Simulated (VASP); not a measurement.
OSZICAR of a VASP run on Sc₃CuC (a trial cell in the cubic-perovskite structure, space group Pm-3m):

**OSZICAR**
```
       N       E                     dE             d eps       ncg     rms          rms(c)
DAV:   1     0.860812328625E+03    0.86081E+03   -0.22299E+04   560   0.202E+03
DAV:   2     0.576168848641E+02   -0.80320E+03   -0.79293E+03   760   0.778E+02
DAV:   3    -0.335276927323E+02   -0.91145E+02   -0.88012E+02   936   0.315E+02
DAV:   4    -0.405186934006E+02   -0.69910E+01   -0.67181E+01   912   0.707E+01
DAV:   5    -0.408136958257E+02   -0.29500E+00   -0.28920E+00   904   0.142E+01    0.177E+01
DAV:   6    -0.315855636962E+02    0.92281E+01   -0.64054E+01   932   0.606E+01    0.583E+00
DAV:   7    -0.313425266043E+02    0.24304E+00   -0.42286E+00   832   0.256E+01    0.353E+00
DAV:   8    -0.312588708410E+02    0.83656E-01   -0.11702E+00   808   0.166E+01    0.197E+00
DAV:   9    -0.312192585700E+02    0.39612E-01   -0.27720E-01   904   0.730E+00    0.520E-01
DAV:  10    -0.312165149275E+02    0.27436E-02   -0.14695E-01   916   0.224E+00    0.365E-01
DAV:  11    -0.312133013285E+02    0.32136E-02   -0.23262E-02   936   0.119E+00    0.129E-01
DAV:  12    -0.312139610869E+02   -0.65976E-03   -0.15537E-02   896   0.562E-01    0.160E-01
DAV:  13    -0.312131385377E+02    0.82255E-03   -0.54468E-03   816   0.335E-01    0.188E-02
DAV:  14    -0.312131679394E+02   -0.29402E-04   -0.31156E-04   820   0.119E-01    0.843E-03
DAV:  15    -0.312131680133E+02   -0.73845E-07   -0.21339E-05   776   0.418E-02    0.628E-03
DAV:  16    -0.312131668811E+02    0.11321E-05   -0.59679E-06   724   0.176E-02    0.193E-03
DAV:  17    -0.312131666941E+02    0.18704E-06   -0.10389E-06   448   0.834E-03
   1 F= -.31213167E+02 E0= -.31208124E+02  d E =-.100855E-01
```

Task: Which electronic solver shows in the log?

Result: It is blocked Davidson (ALGO = Normal, or the opening steps of other solvers). The INCAR had ALGO = Normal.

Task: Can the final energy be trusted as converged?

Result: The calculation finished and met its thresholds. It stopped with EDIFF = 1E-6, NELM = 100 (PBE GGA + U (Dudarev), plane waves, VASP's PBE PAW potentials (set 64)).

The structure was generated: Sc3CuC was put into the cubic-perovskite type (Pm-3m), which need not be its known phase. The cell was not relaxed at this level. The run is one of a series of settings (LDAU = .TRUE., LDAUJ = 0 0 0, LDAUL = 2 -1 -1, LDAUTYPE = 2, LDAUU = 5.0 0 0, LMAXMIX = 2 against the base run), some of them coarse on purpose.
